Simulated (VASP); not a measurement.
```
MgS
1.0
    0.00000     2.59927     2.59927
    2.59927     0.00000     2.59927
    2.59927     2.59927     0.00000
Mg S
1 1
Direct
  0.00000   0.00000   0.00000
  0.50000   0.50000   0.50000
```

Level of theory: rev-vdW-DF2, VASP's PBE PAW potentials (set 64) (plane waves; VASP). Numerical set-up: 520 eV cut-off, 9×9×9 Γ-centred mesh, Gaussian smearing of 0.050 eV, potentials Mg S.

**Question.** Give the energy at these volumes per atom, relative to the lowest: 16.49, 17.02, 17.54, 18.07, 18.60 Å³.

**Answer.** 17.4, 4.3, 0.0, 3.4, 13.3 meV/atom. A third-order Birch-Murnaghan fit gives B0 = 77.2 GPa and B0′ = 4.1.

Measured: bulk modulus 81.0 GPa at 0 K (computed value off by -4.8 %), a 5.188 Å at 0 K (computed value off by +0.2 %), as given by Tamar Goldzak et al., The Journal of Chemical Physics (2022), arXiv:2208.04865 [corrected for zero-point motion].

The compound is MgS in the rock salt structure. It was relaxed first.
